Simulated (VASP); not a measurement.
Here is the system:

```yaml
crystal:
  lattice:
    - [1.77011, -3.06592, 0.00000]
    - [1.77011, 3.06592, 0.00000]
    - [0.00000, 0.00000, 6.55909]
  atoms:
    - { symbol: Ti, position: [0.00000, 0.00000, 0.00000] }
    - { symbol: Se, position: [0.33333, 0.66667, 0.23619] }
    - { symbol: Se, position: [0.66667, 0.33333, 0.76381] }
```

These are PBE GGA, VASP's PBE PAW potentials (set 64) (plane waves; VASP 6.6.1) values and carry that method's errors. Run with 400 eV cut-off, Gaussian smearing of 0.050 eV, potentials Ti_sv Se.

Without a dispersion term in the relaxation, distances and binding between the weakly bound layers, chains or molecules are unreliable, and so is what depends on them.

**Question.** Predict the band gap (along the path) with the smallest direct gap where there is one.

**Answer.** 
The band gap (along the path) is none (metal, semimetal or under 0.01 eV).

Total energies compare only between runs with the same potentials, cut-off and functional.

The compound is TiSe2 in the 1T layered structure. It was relaxed first, which changed the volume by +9 %.
